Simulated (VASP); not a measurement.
Given:

```
CELL_PARAMETERS angstrom
      3.18687     0.00000     0.00000
      0.00000     3.18687     0.00000
      0.00000     0.00000     3.18687
ATOMIC_POSITIONS crystal
  Zn 0.50000 0.50000 0.50000
  Au 0.00000 0.00000 0.00000
```

Method: optB88-vdW, VASP's PBE PAW potentials (set 64) (plane waves; VASP). Settings: 520 eV cut-off, 13×13×13 Γ-centred mesh, tetrahedra with Blöchl corrections, potentials Zn Au.

Unless said otherwise, spin-orbit coupling is left out, though it shifts the bands of the heavy elements here.

### Question
Predict the energy per atom (σ→0), band gap (on the k-mesh) with the smallest direct gap where there is one.

### Answer

```json
{
  "band gap (on the k-mesh)": "none (metal, semimetal or under 0.01 eV)",
  "energy per atom (σ→0)": "0.552 eV/atom"
}
```

The compound is AuZn in the CsCl type structure. It was relaxed first. The electron count is odd and the run is not spin-polarised, which forces a metal.
